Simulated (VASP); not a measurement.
```
YSi
1.0
    0.00000     2.90689     2.90689
    2.90689     0.00000     2.90689
    2.90689     2.90689     0.00000
Y Si
1 1
Direct
  0.00000   0.00000   0.00000
  0.50000   0.50000   0.50000
```

All values below come from PBE GGA, VASP's PBE PAW potentials (set 64) (plane waves; VASP 6.6.1). Settings: 400 eV cut-off, 12×12×12 Γ-centred mesh, tetrahedra with Blöchl corrections, potentials Y_sv Si.

**Question.** The job: YSi (relaxed from the rock salt structure, space group Fm-3m), 2 atoms, PBE, static run, 400 eV, 12×12×12 Γ-centred mesh. Roughly how much core time does it take on a busy server core?

**Answer.** About 40 core-seconds (one run on a shared machine, a rough figure). It had 72 irreducible k-points, 11 bands, up to 911 plane waves and 14 electronic steps.

The structure was generated: YSi was put into the rock salt type (Fm-3m), which need not be its known phase. It was relaxed first, which changed the volume by -28 %.
